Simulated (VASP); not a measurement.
**H (relaxed from the fcc structure, space group Fm-3m): computed properties**

These are PBEsol GGA, VASP's PBE PAW potentials (set 64) (plane waves; VASP) values and carry that method's errors.

| Quantity | Result |
|---|---|
| space group | Fm-3m (225) |
| cell | a = b = c = 2.2551 Å, α = β = γ = 90.00° |
| volume per atom | 2.87 Å^3/atom |
| band gap (over mesh and band path) | none (metal, semimetal or under 0.01 eV) |
| density | 0.58 g/cm³ |

H has the cubic space group Fm-3m (No. 225), the fcc (Cu type) structure, Pearson symbol cF4. Lattice parameters: a = 2.255 Å, b = 2.255 Å, c = 2.255 Å, α = 90.00°, β = 90.00°, γ = 90.00°. H on 4a has no neighbour by this rule. (Neighbours: up to the widest gap in distance over summed covalent radii, below 1.35, at either atom.)
(The calculation used a cell of 1 atom; values per cell refer to that cell.)

The structure was generated: H was put into the fcc type (Fm-3m), which need not be its known phase. It was relaxed first. Symmetry was kept, so distortions that lower it aren't found.
